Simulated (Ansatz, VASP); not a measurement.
# SiO2 (Quartz) in two plane-wave programs, part 3 of 3

One calculation is typed for both programs; each brings its own data sets. How far apart do they land? The cell is taken from a series of runs on this material, whose earlier steps may have relaxed, scaled, displaced or heated it; both programs get it as it stands.

VASP 6.6.1 and Ansatz 0.2.0.

So far: The starting structure; VASP: zone-centre phonons, PBE.

## (3) Ansatz: zone-centre phonons, PBE

Level of this step: Ansatz beside VASP: Kohn-Sham DFT, plane waves, PBE (Ansatz).

Ansatz runs on its PAW soft_1 files.

The same cell, functional and mesh now go to Ansatz.

Input file input.yaml:

```yaml
crystal:
  lattice:
    - [5.0217182311, 0.0, 0.0]
    - [-2.5108591156, 4.3489355587, 0.0]
    - [0.0, 0.0, 5.5101572042]
  atoms:
    - { symbol: Si, position: [0.5233784777, 0.0, 0.3333333333] }
    - { symbol: Si, position: [0.0, 0.5233784777, 0.6666666667] }
    - { symbol: Si, position: [0.4766215223, 0.4766215223, 0.0] }
    - { symbol: O, position: [0.1588802292, 0.4144768297, 0.8719740298] }
    - { symbol: O, position: [0.5855231703, 0.7444033995, 0.2053073631] }
    - { symbol: O, position: [0.2555966005, 0.8411197708, 0.5386406965] }
    - { symbol: O, position: [0.4144768297, 0.1588802292, 0.1280259702] }
    - { symbol: O, position: [0.7444033995, 0.5855231703, 0.7946926369] }
    - { symbol: O, position: [0.8411197708, 0.2555966005, 0.4613593035] }
kpoints:
  mp_grid: { grid: [6, 6, 4] }
hamiltonian:
  xc: pbe
  pseudopotentials: { kind: paw, azcp: { folder: soft_1 } }
scf:
  occupations: { method: fixed }
output:
  eigenvalues: true
phonons:
  method: dfpt
  dielectric: true
  rigid_motions: translations
basis:
  ecutwfc: 550
```

On the command line:

```
ansatz run input.yaml --threads 4 --pin off --max-ram 8192MiB --backend cpu --events-out ev --progress --plain --runs-dir out
```

Numbers of over 12 decimals in the logs are rounded to 6 here.

Log:

```text
Engine: ansatz 0.2.0, x86_64-unknown-linux-gnu
Pseudopotentials: kind: paw
Pseudopotential: Si, paw, valence charge 4, recommended cutoff 420 eV (normal), soft_1/Si.paw.azcp
Pseudopotential: O, paw, valence charge 6, recommended cutoff 420 eV (normal), soft_1/O.paw.azcp
Functional definition: PBE
  parameter kappa = 0.804
  parameter beta = 0.066725
  exchange = pbe_x(kappa = kappa, mu = beta*pi^2/3)
  correlation = pbe_c(beta = beta)
Crystal: 9 atoms, lattice volume = 120.337 Å³
Basis set: ecut = 550 eV, 3513 PW (Γ), exchange–correlation on 80×80×90 points (8 copies of the dense FFT grid, shifted against one another)
Bands: 33, of which v1, the nominal top of the filled ones, is band 24 counted from 1 (23 counted from 0)
Symmetry: 6 space group operations
k-points: 76 of 144 (irreducible under 1 space group operation, time reversal used)
Non-local potential: Si, projectors of the file, l = 0: 2, l = 1: 2, l = 2: 1
Non-local potential: O, projectors of the file, l = 0: 2, l = 1: 2, l = 2: 1
PAW form: soft (Blöchl's): semilocal exchange-correlation on the pseudo side does not see the compensation charge
PAW one-centre angular grid: Si, 110 points (default); XC on 64 Gauss nodes
PAW one-centre angular grid: O, 110 points (default); XC on 64 Gauss nodes
Initial density: superposition of atomic densities (chi_scale 0.1, normalization cell, long waves kept (reshape's long-wave potential 0.02 eV rms))
Initial wavefunctions: pseudopotential atomic-orbital guess
Functional: x = pbe(κ = 0.804, μ = 0.219515), c = pbe(β = 0.066725)
SCF iter   1: F=—  HF=-5327.214853 eV  |F-HF|=—  |Δ(HF+E_count)|=         —  Δρ=1.28e-1  dr2=1.79e1  ethr=3.10e-3  ⟨swp⟩=5.0  Hψ=10729  notcnv=0  defer=458
preconditioner: auto → Resta (q_TF=auto, 2.341 Å⁻¹)  ε∞=2.7  [insulator: Δε(μ)=7.077 eV  Ē_g=17.858 eV  n_scr=22 (ndim 8)  ℏωp=23.5 eV  f_vac=0.012  ε∞_Penn≈2.7]
SCF iter   2: F=—  HF=-5322.320450 eV  |F-HF|=—  |Δ(HF+E_count)|=    4.89e0  Δρ=4.31e-2  dr2=9.06e-1  ethr=3.10e-3  ⟨swp⟩=3.9  Hψ=7079  notcnv=0  defer=432
SCF iter   3: F=—  HF=-5322.263526 eV  |F-HF|=—  |Δ(HF+E_count)|=   5.69e-2  Δρ=2.14e-2  dr2=3.04e-1  ethr=1.89e-3  ⟨swp⟩=2.0  Hψ=2620  notcnv=0  defer=523
SCF iter   4: F=—  HF=-5322.284152 eV  |F-HF|=—  |Δ(HF+E_count)|=   2.06e-2  Δρ=1.55e-3  dr2=2.21e-3  ethr=6.34e-4  ⟨swp⟩=3.0  Hψ=4320  notcnv=0  defer=520
SCF iter   5: F=—  HF=-5322.288599 eV  |F-HF|=—  |Δ(HF+E_count)|=   4.45e-3  Δρ=3.01e-4  dr2=1.30e-4  ethr=4.61e-6  ⟨swp⟩=3.0  Hψ=4037  notcnv=0  defer=530
SCF iter   6: F=—  HF=-5322.288769 eV  |F-HF|=—  |Δ(HF+E_count)|=   1.70e-4  Δρ=6.12e-5  dr2=6.08e-6  ethr=2.72e-7  ⟨swp⟩=2.0  Hψ=3937  notcnv=0  defer=530
SCF iter   7: F=—  HF=-5322.288786 eV  |F-HF|=—  |Δ(HF+E_count)|=   1.72e-5  Δρ=1.12e-5  dr2=1.30e-7  ethr=1.27e-8  ⟨swp⟩=2.0  Hψ=4291  notcnv=0  defer=528
SCF iter   8: F=—  HF=-5322.288817 eV  |F-HF|=—  |Δ(HF+E_count)|=   3.09e-5  Δρ=2.07e-6  dr2=5.30e-9  ethr=2.71e-10  ⟨swp⟩=2.6  Hψ=4582  notcnv=0  defer=250
SCF iter   9: F=-5322.288817 eV  HF=-5322.288817 eV  |F-HF|=1.27e-10  |Δ(HF+E_count)|=   1.07e-8  Δρ=3.04e-7  dr2=9.13e-11  ethr=1.00e-12  ⟨swp⟩=17.6  Hψ=22054  notcnv=0
SCF 1 converged in 9 iterations: F = -5322.288817 eV  dr2 = 9.13e-11
  greatest PAW one-centre occupation: 0.859 electrons in one spin orbital (limit 2), on the O atom at site 8 (counted from 0), in its partial waves of l = 0
DFPT response loops at Γ: preconditioner auto → none (the input reference at scf.mixing.eps_inf says where Resta's filter doesn't serve); β = 0.50; Broyden in place of MSR1
SCF converged after 9 iterations
Free energy (F): -5322.288817 eV
Harris-Foulkes:  -5322.288817 eV  (|F-HF|=1.27e-10)
Internal energy: -5322.288817 eV  (E = F + TS)
E sigma→0 (E₀):  -5322.288817 eV
Fermi energy:    1.959835 eV
--- Per-component energies (eV) ---
  E_band       = -230.285006
  E_kinetic    = 1162.695298
  E_local      = -3034.278078  (includes V_loc(G=0)·N_el)
  E_nonlocal   = 379.573219
  E_hartree    = 1115.329335
  E_xc         = -601.759893
  E_vxc        = -695.271975  (∫ρ·V_xc dr)
  E_paw        = -2518.044239  (= ΣΔE_a)
  E_vpaw       = -273.663466  (= ΣTr[D̂ρ^β])
  E_aug_tail   = 0.001221  (compensation charges beyond the density's cutoff)
  E_ewald      = -1825.805678
  E_smearing   = -0.000000  (= −TS)
  E_closure    = 0.000000  (closes the sum)
  Σ components = -5322.288817   (vs F -5322.288817, Δ=0.00e0)
--- Band table (eV; the first three rows and the last of 76) ---
  k-point 0: bands = [... 20 lower, 1.0147, 1.4620, 1.6304, 1.6304, 7.6440, 11.0508, 11.0508, 11.3107, ... 5 higher]
  k-point 1: bands = [... 20 lower, 0.9687, 1.5856, 1.6959, 1.8897, 8.2218, 10.7837, 10.9401, 10.9703, ... 5 higher]
  k-point 2: bands = [... 20 lower, 0.8318, 1.8327, 1.8327, 1.8369, 9.5404, 9.5404, 10.7573, 11.5419, ... 5 higher]
  k-point 75: bands = [... 20 lower, 1.1194, 1.1993, 1.3654, 1.7549, 10.3555, 10.9188, 11.3719, 11.5442, ... 5 higher]
--- Phonons (Γ-DFPT): 6 representative perturbations + reference, on 76 of 144 k-points (Σ response iterations 23) ---
  k mesh reduced under 1 symmetry operation, with k and −k counted as one. Each operation leaves every solved perturbation unchanged. A smaller set is not considered because the run solves the response to a homogeneous field
  ASR residual: 1.813e-4 → 0.000e0 eV/Å²; symmetrization residual: 5.598e-5 eV/Å²
  ASR residual per site (eV/Å²): 8.38e-5 8.30e-5 8.30e-5 1.81e-4 1.55e-4 1.60e-4 1.60e-4 1.81e-4 1.55e-4
  Γ frequencies (cm⁻¹): 0.00 0.00 0.00 114.02 114.02 161.14 245.72 245.72 339.18 349.41 372.84 372.84 414.12 414.12 431.39 452.98 661.05 661.05 747.36 759.35 759.35 1029.80 1029.80 1035.42 1047.56 1132.08 1132.08
  ε∞ (high-frequency dielectric tensor):
        2.425385     0.000000     0.000000
        0.000000     2.425385     0.000000
        0.000000     0.000000     2.454166
  ε⁰ (static dielectric tensor: ions relaxed, cell fixed):
        4.563739     0.000000    -0.000000
        0.000000     4.563739    -0.000000
       -0.000000    -0.000000     4.793214
  ε⁰ − ε∞ (ionic part):
        2.138355     0.000000    -0.000000
        0.000000     2.138355    -0.000000
       -0.000000    -0.000000     2.339048
  softest optical mode at Γ: 114.02 cm⁻¹; the repairs (sum rule, projections) moved no ω² at Γ by more than (5.42 cm⁻¹)²
  Born effective charges Z* (e; rows j = field, columns β = displacement):
    site 0:
         3.01337   -0.00000    0.00000
        -0.00000    3.71920   -0.27158
        -0.00000    0.23257    3.47515
    site 1:
         3.54274    0.30564    0.23520
         0.30564    3.18983    0.13579
        -0.20141   -0.11628    3.47515
    site 2:
         3.54274   -0.30564   -0.23520
        -0.30564    3.18983    0.13579
         0.20141   -0.11628    3.47515
    site 3:
        -2.32666    0.06873   -0.86249
         0.02278   -1.03963    0.05200
        -0.86705    0.11197   -1.73757
    site 4:
        -1.32176    0.55740    0.38621
         0.51145   -2.04453   -0.77294
         0.33655   -0.80687   -1.73757
    site 5:
[...]
site 6:
[...]
site 7:
[...]
site 8:
[...]
Z* charge neutrality: 2.330e-5 e pre-enforcement
  k-mesh period / interband length: 22.0 Å / 0.96 Å = 22.87 at k = (0.0000, 0.0000, 0.0000), direct gap 6.014 eV — 14 or more, which is no proof of convergence
  optical modes at Γ without the LO–TO term, one row a degenerate level:
      ω (cm⁻¹)  modes    IR ((D/Å)²/amu)
[...]
optical modes at Γ + LO–TO along q̂ = [1.0000, 0.0000, 0.0000]:
      ω (cm⁻¹)  modes    IR ((D/Å)²/amu)
[...]
optical modes at Γ + LO–TO along q̂ = [0.0000, 1.0000, 0.0000]:
      ω (cm⁻¹)  modes    IR ((D/Å)²/amu)
[...]
optical modes at Γ + LO–TO along q̂ = [0.0000, 0.0000, 1.0000]:
      ω (cm⁻¹)  modes    IR ((D/Å)²/amu)
[...]
510.78      1             5.7186
        661.05      2             0.6973
        754.14      1             0.9903
        759.35      2             6.9350
       1029.80      2            88.1346
       1047.56      1             0.0000
       1132.08      2             0.6188
       1201.60      1            55.1385
```

## (4) Side by side

Known differences besides the potentials themselves: fixed occupations in Ansatz, narrow Gaussian smearing in VASP; the cutoff is 550 eV in Ansatz and 600 eV in VASP. Total energies have different zeros and are not compared.

Compared:

```tsv
quantity	Ansatz	VASP	difference
ε∞ xx	2.43	2.41	+0.46 %
ε∞ yy	2.43	2.41	+0.46 %
ε∞ zz	2.45	2.44	+0.47 %
Born charge of Si1 (mean of the diagonal) (e)	3.40	3.37	+0.03
Born charge of O4 (mean of the diagonal) (e)	-1.70	-1.69	-0.01
optical mode 1 to 2 (cm⁻¹)	114.0	116.6	-2.18 %
optical mode 3 (cm⁻¹)	161.1	161.5	-0.22 %
optical mode 4 to 5 (cm⁻¹)	245.7	247.1	-0.55 %
optical mode 6 (cm⁻¹)	339.2	340.5	-0.39 %
optical mode 7 (cm⁻¹)	349.4	351.8	-0.67 %
optical mode 8 to 9 (cm⁻¹)	372.8	374.3	-0.40 %
optical mode 10 to 11 (cm⁻¹)	414.1	416.4	-0.55 %
optical mode 12 (cm⁻¹)	431.4	431.8	-0.09 %
optical mode 13 (cm⁻¹)	453.0	454.4	-0.31 %
optical mode 14 to 15 (cm⁻¹)	661.0	661.7	-0.10 %
optical mode 16 (cm⁻¹)	747.4	749.3	-0.26 %
optical mode 17 to 18 (cm⁻¹)	759.4	758.8	+0.07 %
optical mode 19 to 20 (cm⁻¹)	1029.8	1038.9	-0.87 %
optical mode 21 (cm⁻¹)	1035.4	1044.5	-0.87 %
optical mode 22 (cm⁻¹)	1047.6	1056.5	-0.84 %
optical mode 23 to 24 (cm⁻¹)	1132.1	1134.7	-0.23 %
```

Modes are paired by rising frequency, not by their patterns, so a pair may set unlike modes beside each other; they are those without the splitting of longitudinal modes.

## (5) Results

```yaml
r_m_s_difference_of_the_optical_zone_centre_modes_each_program_s_sorted_by_frequency_zone_centre_phonons_pbe: 4.0 cm⁻¹
difference_in_optical_mode_1_to_2_zone_centre_phonons_pbe: -2.2 %
```

The r.m.s. difference of the optical zone-centre modes, each program's sorted by frequency is 4.0 cm⁻¹ (zone-centre phonons, PBE). Among the rows given in per cent, the largest difference of the zone-centre phonons, PBE pair is in optical mode 1 to 2, -2.2 %. Such differences can come from data sets, numerical settings and the points named under the comparisons, not from the functional's error against experiment.

[Lines on the potential files, build, host, timing and source positions are cut from VASP's logs without a mark.]

[Logs are printed without paths, hosts, clocks, repeated set-up lines and the standing remarks that a program may print on its own settings, such as how far it seeks lower states.]

[Hosts, paths, dates, database ids (printed as entryN), source tags and the programs' standing remarks are cut or masked in the printed files.]
